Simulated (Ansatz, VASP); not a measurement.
## CuF2 (CuF2 monolayer) in two plane-wave programs

One calculation is typed for both programs; each brings its own data sets. How far apart do they land? The cell is taken from a series of runs on this material, whose earlier steps may have relaxed, scaled, displaced or heated it; both programs get it as it stands.

Method: plane waves, with VASP 6.6.1 beside it; single point at r2SCAN, DFT+U, in Ansatz 0.2.0.

### Step 1. Set-up

The cell holds 9 atoms: 3 Cu and 6 F. Its edges and angles: a = 5.279 Å, b = 11.198 Å, c = 15.000 Å, α = 90.0°, β = 90.0°, γ = 45.0°. It derives from CuF2. One layer cut from the bulk crystal, unrelaxed. Vacuum lies along c.

### Step 2. Ansatz: single point, r2SCAN, DFT+U

Ansatz runs on its default PAW (the set named soft_2) files.

A single point gives forces, pressure and levels at one fixed geometry, so differences don't come from the geometry; what else differs is listed under the comparison.

The input, input.yaml:

```yaml
crystal:
  lattice:
    - [3.732798, 3.732798, 0.0]
    - [0.0, 11.198394, 0.0]
    - [0.0, 0.0, 15.0]
  atoms:
    - { symbol: Cu, position: [0.0, 0.0, 0.5], spin: 1.0 }
    - { symbol: Cu, position: [0.0, 0.333333333, 0.5], spin: 1.0 }
    - { symbol: Cu, position: [0.0, 0.666666667, 0.5], spin: -1.0 }
    - { symbol: F, position: [0.5, 0.833333333, 0.5] }
    - { symbol: F, position: [0.5, 0.166666667, 0.5] }
    - { symbol: F, position: [0.5, 0.5, 0.5] }
    - { symbol: F, position: [0.0, 0.166666667, 0.5] }
    - { symbol: F, position: [0.0, 0.5, 0.5] }
    - { symbol: F, position: [0.0, 0.833333333, 0.5] }
magnetization:
  spin_polarized: true
kpoints:
  mp_grid: { grid: [7, 7, 1] }
hamiltonian:
  xc: r2scan
  hubbard:
    sites:
      - { species: Cu, l: d, u_eff: 3.9 }
      - { site: 0, l: d, u_eff: 3.9, starting_ns: [{ spin: up, occupation_matrix: cu1_major }, { spin: down, occupation_matrix: cu1_minor }] }
      - { site: 1, l: d, u_eff: 3.9, starting_ns: [{ spin: up, occupation_matrix: cu1_major }, { spin: down, occupation_matrix: cu1_minor }] }
      - { site: 2, l: d, u_eff: 3.9, starting_ns: [{ spin: up, occupation_matrix: cu1_minor }, { spin: down, occupation_matrix: cu1_major }] }
    projectors: ortho-atomic
    occupation_matrices:
      cu1_major:
        matrix:
          - [0.983, 0.0, 0.0, 0.0, 0.0]
          - [0.0, 0.994, 0.0, 0.0, 0.0]
          - [0.0, 0.0, 0.994, 0.0, 0.0]
          - [0.0, 0.0, 0.0, 0.99, 0.0]
          - [0.0, 0.0, 0.0, 0.0, 0.993]
      cu1_minor:
        matrix:
          - [0.98, 0.0, 0.0, 0.0, 0.0]
          - [0.0, 0.995, 0.0, 0.0, 0.0]
          - [0.0, 0.0, 0.995, 0.0, 0.0]
          - [0.0, 0.0, 0.0, 0.201, 0.0]
          - [0.0, 0.0, 0.0, 0.0, 0.993]
scf:
  occupations: { method: fermi_dirac, width: 0.03 }
output:
  eigenvalues: true
```

Run with:

```console
> ansatz run input.yaml --threads 4 --pin off --max-ram 8192MiB --backend cpu --events-out ev --progress --plain --runs-dir out
```

Numbers of over 12 decimals in the logs are rounded to 6 here.

The program printed:

```text
Engine: ansatz 0.2.0, aarch64-unknown-linux-gnu
Pseudopotentials: kind: paw
Pseudopotential: Cu, paw, valence charge 19, recommended cutoff 500 eV (meta_gga), Cu.paw.azcp
Pseudopotential: F, paw, valence charge 7, recommended cutoff 500 eV (meta_gga), F.paw.azcp
Functional definition: r2SCAN
  parameter k0 = 0.174
  parameter k1 = 0.065
  parameter a1 = 4.9479
  exchange = r2scan_x(k0 = k0, k1 = k1, a1 = a1)
  correlation = r2scan_c
Crystal: 9 atoms, lattice volume = 627.020 Å³
Basis set: ecut = 500 eV, 15963 PW (Γ), exchange–correlation on 160×360×480 points (64 copies of the dense FFT grid, shifted against one another)
Bands: 62, of which v1, the nominal top of the filled ones, is band 50 counted from 1 (49 counted from 0)
Symmetry: 8 space group operations
Space group: Cmmm (ITA 65), of the structure as read, at distance tolerance 8.6e-5 Å
Magnetic group: BNS 65.481 (UNI 579), of the structure as read, at distance tolerance 8.6e-5 Å
k-points: 16 of 49
Non-local potential: Cu, projectors of the file, l = 0: 3, l = 1: 2, l = 2: 3, l = 3: 1
Non-local potential: F, projectors of the file, l = 0: 2, l = 1: 2, l = 2: 1
PAW form: soft (Blöchl's): semilocal exchange-correlation on the pseudo side does not see the compensation charge
PAW frozen core: Cu, regenerated for the run's functional (the file was generated under x = pbe(κ = 0.804, μ = 0.219515), c = pbe(β = 0.066725))
PAW frozen core: F, regenerated for the run's functional (the file was generated under x = pbe(κ = 0.804, μ = 0.219515), c = pbe(β = 0.066725))
PAW one-centre angular grid: Cu, 590 points (default); XC on 160 Gauss nodes
PAW one-centre angular grid: F, 302 points (default); XC on 160 Gauss nodes
Initial density: superposition of atomic densities (neutral atoms: chi_scale 0, normalization atom)
Starting moments: Σ|m| = 3 μB on 3 of 9 sites
Initial wavefunctions: pseudopotential atomic-orbital guess
Functional: x = r2scan, c = r2scan; τ floored in thin density (d = 2e-4 eV/Å³)
SCF iter   1: F=—  HF=-24756.681790 eV  |F-HF|=—  |Δ(HF+E_count)|=         —  Δρ=4.33e-2 (↑4.07e-2 ↓4.33e-2)  dr2=3.48e1  dr2_τ=3.51e-1  dr2_m=7.61e-1  M=1.000 μB ∫|m|=3.116 μB  β_m=1.00  ethr=3.10e-3  ⟨swp⟩=6.2  Hψ=7762  notcnv=0  defer=5
preconditioner: auto → Resta (q_TF=auto, 2.006 Å⁻¹)  ε∞=2.1  [insulator: Δε(μ)=2.778 eV  Ē_g=11.265 eV  σ=0.030 eV  W_gap=1.00  n_scr=84 (ndim 8)  ℏωp=11.8 eV  f_vac=0.768  D(μ)=0.00/eV (n_scr^D=0)  ε∞_Penn≈2.1  vacuum switching on, ρ_ref=9.2e-3 e/Å³]
spin=Collinear: Resta preconditioning applied to the charge; magnetization (m = ρ↑ − ρ↓) channel mixes plain (no charge-response kernel on spin).
SCF iter   2: F=—  HF=-24748.125388 eV  |F-HF|=—  |Δ(HF+E_count)|=    8.56e0  Δρ=1.37e-2 (↑1.37e-2 ↓1.31e-2)  dr2=4.21e0  dr2_τ=5.47e-2  dr2_m=2.98e-2  M=1.000 μB ∫|m|=3.024 μB  β_m=0.30  ethr=3.10e-3  ⟨swp⟩=3.2  Hψ=4319  notcnv=0  defer=192  κ⁻¹=1.0e0(r=1)
SCF iter   3: F=—  HF=-24747.508101 eV  |F-HF|=—  |Δ(HF+E_count)|=   6.17e-1  Δρ=8.90e-3 (↑8.75e-3 ↓8.90e-3)  dr2=8.92e-1  dr2_τ=2.08e-2  dr2_m=4.77e-2  M=1.000 μB ∫|m|=2.951 μB  β_m=0.30  ethr=3.10e-3  ⟨swp⟩=2.3  Hψ=3514  notcnv=0  defer=175  κ⁻¹=2.2e-2(r=2)
SCF iter   4: F=—  HF=-24747.610911 eV  |F-HF|=—  |Δ(HF+E_count)|=   1.03e-1  Δρ=5.17e-3 (↑4.79e-3 ↓5.17e-3)  dr2=2.16e-1  dr2_τ=6.69e-3  dr2_m=3.13e-2  M=1.000 μB ∫|m|=2.937 μB  β_m=0.30  ethr=9.01e-4  ⟨swp⟩=3.0  Hψ=3910  notcnv=0  defer=182  κ⁻¹=5.5e-3(r=3)
SCF iter   5: F=—  HF=-24747.750870 eV  |F-HF|=—  |Δ(HF+E_count)|=   1.40e-1  Δρ=2.35e-3 (↑1.95e-3 ↓2.35e-3)  dr2=1.16e-2  dr2_τ=5.84e-4  dr2_m=2.23e-2  M=1.000 μB ∫|m|=2.920 μB  β_m=0.30  ethr=2.18e-4  ⟨swp⟩=2.8  Hψ=3313  notcnv=0  defer=184  κ⁻¹=1.2e-5(r=4)
SCF iter   6: F=—  HF=-24747.825369 eV  |F-HF|=—  |Δ(HF+E_count)|=   7.45e-2  Δρ=1.42e-3 (↑1.41e-3 ↓1.42e-3)  dr2=3.79e-3  dr2_τ=2.19e-4  dr2_m=1.02e-2  M=1.000 μB ∫|m|=2.927 μB  β_m=1.00  ethr=1.17e-5  ⟨swp⟩=2.6  Hψ=4058  notcnv=0  defer=187  κ⁻¹=8.6e-6(r=5)
SCF iter   7: F=—  HF=-24747.868118 eV  |F-HF|=—  |Δ(HF+E_count)|=   4.27e-2  Δρ=2.94e-4 (↑2.94e-4 ↓2.01e-4)  dr2=4.51e-4  dr2_τ=2.45e-5  dr2_m=1.72e-4  M=1.000 μB ∫|m|=2.936 μB  β_m=0.30  ethr=3.83e-6  ⟨swp⟩=2.1  Hψ=3681  notcnv=0  defer=187  κ⁻¹=4.4e-7(r=6)
SCF iter   8: F=—  HF=-24747.883328 eV  |F-HF|=—  |Δ(HF+E_count)|=   1.52e-2  Δρ=2.32e-4 (↑2.32e-4 ↓1.80e-4)  dr2=2.37e-4  dr2_τ=7.75e-6  dr2_m=1.17e-4  M=1.000 μB ∫|m|=2.937 μB  β_m=1.20  ethr=4.55e-7  ⟨swp⟩=2.0  Hψ=3594  notcnv=0  defer=187
Mixer restart at iter 8: flushing history
spin-set hold released at iteration 8 (site moments contracting): the magnetisation degrees of freedom join the quasi-Newton model from the next iteration; the mixer history was flushed
SCF iter   9: F=—  HF=-24747.891159 eV  |F-HF|=—  |Δ(HF+E_count)|=   7.83e-3  Δρ=1.19e-4 (↑1.19e-4 ↓1.15e-4)  dr2=1.33e-4  dr2_τ=2.07e-6  dr2_m=2.98e-6  M=1.000 μB ∫|m|=2.939 μB  β_m=1.20  ethr=2.40e-7  ⟨swp⟩=2.0  Hψ=3608  notcnv=0  defer=187  κ⁻¹=1.0e0(r=1)
SCF iter  10: F=—  HF=-24747.897274 eV  |F-HF|=—  |Δ(HF+E_count)|=   6.11e-3  Δρ=8.72e-5 (↑8.72e-5 ↓8.50e-5)  dr2=8.50e-5  dr2_τ=7.39e-7  dr2_m=1.03e-6  M=1.000 μB ∫|m|=2.939 μB  β_m=1.20  ethr=1.34e-7  ⟨swp⟩=2.0  Hψ=3594  notcnv=0  defer=187  κ⁻¹=1.3e-1(r=2)
SCF iter  11: F=—  HF=-24747.899231 eV  |F-HF|=—  |Δ(HF+E_count)|=   1.96e-3  Δρ=5.12e-5 (↑5.12e-5 ↓5.00e-5)  dr2=3.45e-5  dr2_τ=2.56e-7  dr2_m=5.56e-8  M=1.000 μB ∫|m|=2.938 μB  β_m=1.20  ethr=8.59e-8  ⟨swp⟩=2.0  Hψ=3605  notcnv=0  defer=187  κ⁻¹=3.2e-2(r=3)
SCF iter  12: F=—  HF=-24747.899546 eV  |F-HF|=—  |Δ(HF+E_count)|=   3.16e-4  Δρ=2.60e-5 (↑2.60e-5 ↓2.56e-5)  dr2=7.60e-6  dr2_τ=4.75e-8  dr2_m=8.24e-7  M=1.000 μB ∫|m|=2.938 μB  β_m=1.20  ethr=3.49e-8  ⟨swp⟩=2.0  Hψ=3456  notcnv=0  defer=187  κ⁻¹=1.5e-2(r=4)
SCF iter  13: F=—  HF=-24747.899605 eV  |F-HF|=—  |Δ(HF+E_count)|=   5.82e-5  Δρ=7.50e-6 (↑7.50e-6 ↓7.21e-6)  dr2=7.52e-7  dr2_τ=6.32e-9  dr2_m=1.22e-8  M=1.000 μB ∫|m|=2.938 μB  β_m=1.20  ethr=7.67e-9  ⟨swp⟩=2.0  Hψ=3392  notcnv=0  defer=187  κ⁻¹=2.7e-3(r=5)
SCF iter  14: F=—  HF=-24747.899615 eV  |F-HF|=—  |Δ(HF+E_count)|=   1.05e-5  Δρ=3.02e-6 (↑2.94e-6 ↓3.02e-6)  dr2=8.89e-8  dr2_τ=1.22e-9  dr2_m=1.80e-10  M=1.000 μB ∫|m|=2.938 μB  β_m=1.20  ethr=1.01e-10  ⟨swp⟩=10.8  Hψ=8645  notcnv=0  κ⁻¹=2.9e-4(r=6)
SCF iter  15: F=—  HF=-24747.899616 eV  |F-HF|=—  |Δ(HF+E_count)|=   4.47e-7  Δρ=1.32e-6 (↑1.29e-6 ↓1.32e-6)  dr2=1.75e-8  dr2_τ=2.59e-10  dr2_m=6.09e-11  M=1.000 μB ∫|m|=2.938 μB  β_m=1.20  ethr=8.98e-11  ⟨swp⟩=6.0  Hψ=5105  notcnv=0  κ⁻¹=2.7e-5(r=7)
SCF iter  16: F=-24747.899616 eV  HF=-24747.899616 eV  |F-HF|=1.29e-8  |Δ(HF+E_count)|=   3.17e-7  Δρ=3.42e-7 (↑3.20e-7 ↓3.42e-7)  dr2=1.32e-9  dr2_τ=2.37e-11  dr2_m=2.51e-11  M=1.000 μB ∫|m|=2.938 μB  ethr=1.77e-11  ⟨swp⟩=6.3  Hψ=6660  notcnv=0
SCF 1 converged in 16 iterations: F = -24747.899616 eV  dr2 = 1.32e-9
  greatest PAW one-centre occupation: 1.000 electrons in one spin orbital (limit 2), on the Cu atom at site 2 (counted from 0), in its partial waves of l = 0
this state was not tested for a lower state beside it, because the mixer in use, unlike msr1, does not test its closes by its own steps (another_mixer; see scf.mixing.algorithm and scf.lower_state_search)
SCF converged after 16 iterations
Magnetization: 1.0000 μB (50.0000 up, 49.0000 down)
Absolute magnetization: 2.8874 μB (∫|ρ↑−ρ↓|, with the PAW one-centre terms)
Spin contamination: 0.9133 ħ² per cell (⟨S²⟩ above its minimum at these occupations)
Per-site moments (μB) at R_I (Å): [(0.800301, 0.769890), (0.800301, 0.769890), (-0.773642, 0.769890), (0.00218993, 0.769890), (0.073114, 0.769890), (0.00218993, 0.769890), (0.073114, 0.769890), (0.00218993, 0.769890), (0.00218993, 0.769890)]
Free energy (F): -24747.899616 eV
Harris-Foulkes:  -24747.899616 eV  (|F-HF|=1.29e-8)
Internal energy: -24747.899616 eV  (E = F + TS)
E sigma→0 (E₀):  -24747.899616 eV
Fermi energy:    -4.143951 eV
--- Per-component energies (eV) ---
  E_band       = -2974.996163
  E_kinetic    = 2125.079991
  E_local      = -62686.730742  (includes V_loc(G=0)·N_el)
  E_nonlocal   = 1612.869362
  E_hartree    = 29427.881938
  E_xc         = -717.547930
  E_vxc        = -1056.443757  (∫ρ·V_xc dr)
  E_hubbard    = 1.526647  (on-site DFT+U / exact-exchange correction)
  E_vhub       = -50.411215  (the Hubbard potential's part of the band-sum identity)
  E_paw        = -6235.069824  (= ΣΔE_a)
  E_vpaw       = -1851.808498  (= ΣTr[D̂ρ^β])
  E_aug_tail   = 0.006195  (compensation charges beyond the density's cutoff)
  E_vtau       = 76.681082  (kinetic-family band-sum trace: ∫τ·v_τ [+ j·A + Jᵃ·Aᵃ] dr)
  E_ewald      = 11725.176422
  E_core_change = -1.091673  (= ΣΔE_core)
  E_smearing   = -0.000000  (= −TS)
  E_closure    = -0.000000  (closes the sum)
  Σ components = -24747.899616   (vs F -24747.899616, Δ=0.00e0)
--- Specified on-site occupations, and those of the state reported ---
  electrons in the specified blocks: 27.3540 specified, 27.4177 found
  site 2 (l=d) ↑: largest change of an orbital's occupation 0.0389; electrons 4.1640 specified, 4.2039 found; spectral distance 0.0390
  site 1 (l=d) ↓: largest change of an orbital's occupation 0.0185; electrons 4.1640 specified, 4.1833 found; spectral distance 0.0185
  site 0 (l=d) ↓: largest change of an orbital's occupation 0.0185; electrons 4.1640 specified, 4.1833 found; spectral distance 0.0185
  site 2 (l=d) ↓: largest change of an orbital's occupation 0.0071; electrons 4.9540 specified, 4.9471 found; spectral distance 0.0072
  site 0 (l=d) ↑: largest change of an orbital's occupation 0.0039; electrons 4.9540 specified, 4.9501 found; spectral distance 0.0039
  site 1 (l=d) ↑: largest change of an orbital's occupation 0.0039; electrons 4.9540 specified, 4.9501 found; spectral distance 0.0039
--- Band table (eV; the first three rows and the last of 32) ---
  k-point 0 ↑: bands = [... 46 lower, -6.5775, -6.5240, -6.5042, -5.5269, -1.9394, -0.0340, 1.6989, 2.1455, ... 8 higher]
  k-point 1 ↑: bands = [... 46 lower, -6.6144, -6.4832, -6.4057, -5.5736, -1.9211, 0.0459, 1.7375, 2.1953, ... 8 higher]
  k-point 2 ↑: bands = [... 46 lower, -6.5038, -6.4509, -6.2987, -5.6898, -1.8806, 0.2758, 1.6255, 1.8524, ... 8 higher]
  k-point 15 ↓: bands = [... 46 lower, -6.3862, -6.3678, -6.3363, -2.3492, -2.2210, 1.4018, 2.4444, 2.6973, ... 8 higher]
Occupation matrices written to <dir>
```

(Continued in part 2 of 2.)

[Lines on the potential files, build, host, timing and source positions are cut from VASP's logs without a mark.]

[Logs are printed without paths, hosts, clocks, repeated set-up lines and the standing remarks that a program may print on its own settings, such as how far it seeks lower states.]

[Hosts, paths, dates, database ids (printed as entryN), source tags and the programs' standing remarks are cut or masked in the printed files.]
